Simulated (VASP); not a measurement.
VASP runs on Mo₃Pd (space group Pm-3m) share one base input (PBE GGA, plane waves, VASP's PBE PAW potentials (set 64)) and change the settings named in each case.

**KPOINTS**
```
kpoints
0
gamma
 6 6 6
0 0 0
```

INCAR:
```
! general
SYSTEM  = Mo3Pd
PREC    = Accurate
ENCUT   = 300
LREAL   = F
LASPH   = T

! electronic loop
EDIFF   = 1E-6
NELM    = 100
ALGO    = Normal
LMAXMIX = 4

! smearing
ISMEAR  = 0
SIGMA   = 0.05

! functional
GGA     = PE

! ions
ISIF    = 2

! output
LWAVE   = F
LCHARG  = F
```

File POSCAR:
```
Mo3Pd
1.0
  3.8981340000   0.0000000000   0.0000000000
  0.0000000000   3.8981340000   0.0000000000
  0.0000000000   0.0000000000   3.8981340000
Mo Pd
3 1
Cartesian
  0.0000000000   1.9490670000   1.9490670000
  1.9490670000   1.9490670000   0.0000000000
  1.9490670000   0.0000000000   1.9490670000
  0.0000000000   0.0000000000   0.0000000000
```

POTCAR, in this order: Mo_sv Pd (PBE.64 set). Program: vasp_std.

```csv
change,E(σ→0) (eV/atom),pressure (GPa),−TS (eV)
base run,-9.3622,12.38,-0.0077
"GGA removed, POTCAR Mo_sv Pd (LDA.64 set)",-10.6448,-1.35,-0.0077
"GGA_COMPAT = .FALSE., LNONCOLLINEAR = .TRUE., LSORBIT = .TRUE., MAGMOM = 0.0 0.0 0.0 0.0 0.0 0.0 0.0 0.0 0.0 0.0 0.0 0.0, program vasp_ncl",-9.4483,12.49,-0.0071
KPOINTS 1×1×1 Γ-centred mesh,-9.1738,4.81,-0.1101
```
 Energies of different potentials or functionals have different zeros.  At 300 eV the pressure can carry a Pulay error.

Left out are runs that ran out of time, are held back, or changed the cell or the kind of run, fixed moments of cells without a moment, rows past the twelfth, gaps on odd meshes, pressures of charged cells and columns that move by less than the noise.

The structure was generated: Mo3Pd was put into an ordered model structure, which need not be its known phase. The cell was not relaxed at this level.
